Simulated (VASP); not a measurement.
A convergence study with VASP on Hf (hcp): one setting is varied, all else stays as given below, so the limit is that of these other settings.

```xyz
2
Lattice="1.5950 -2.7626 0.0000 1.5950 2.7626 0.0000 0.0000 0.0000 5.0500" Properties=species:S:1:pos:R:3 pbc="T T T"
Hf     1.5950     0.9209     1.2625
Hf     1.5950    -0.9209     3.7875
```

All values below come from PBE GGA, VASP's PBE PAW potentials (set 64) (plane waves; VASP). The tightest run used: 550 eV cut-off, 23×23×12 Γ-centred mesh, first-order Methfessel-Paxton smearing of 0.10 eV, potentials Hf_pv.

```json
[
 {"setting": "1×1×1 mesh", "E (eV/atom)": "-9.3386", "pressure (GPa)": "47.47", "irreducible k-points": "1"},
 {"setting": "2×2×1 mesh", "E (eV/atom)": "-10.3166", "pressure (GPa)": "-0.35", "irreducible k-points": "2"},
 {"setting": "3×3×2 mesh", "E (eV/atom)": "-9.9539", "pressure (GPa)": "0.71", "irreducible k-points": "6"},
 {"setting": "4×4×2 mesh", "E (eV/atom)": "-9.8868", "pressure (GPa)": "0.60", "irreducible k-points": "8"},
 {"setting": "5×5×3 mesh", "E (eV/atom)": "-9.9222", "pressure (GPa)": "0.38", "irreducible k-points": "10"},
 {"setting": "6×6×3 mesh", "E (eV/atom)": "-9.8954", "pressure (GPa)": "1.68", "irreducible k-points": "14"},
 {"setting": "7×7×4 mesh", "E (eV/atom)": "-9.9246", "pressure (GPa)": "1.23", "irreducible k-points": "24"},
 {"setting": "8×8×4 mesh", "E (eV/atom)": "-9.9319", "pressure (GPa)": "0.76", "irreducible k-points": "30"}
]
```

### Question
These are the cheaper rows. Estimate the results at 23×23×12 mesh, and how far the last row shown lies from them.

### Answer

| quantity | tightest run | last row shown is off by |
|---|---|---|
| E (eV/atom) | -9.9247 | -0.0072 |
| pressure (GPa) | 0.94 | -0.19 |

Left out are rungs that failed or repeat a setting and relaxations that didn't move; long series are thinned to 24 rows.

The compound is Hf in the hcp structure. The cell was not relaxed at this level.
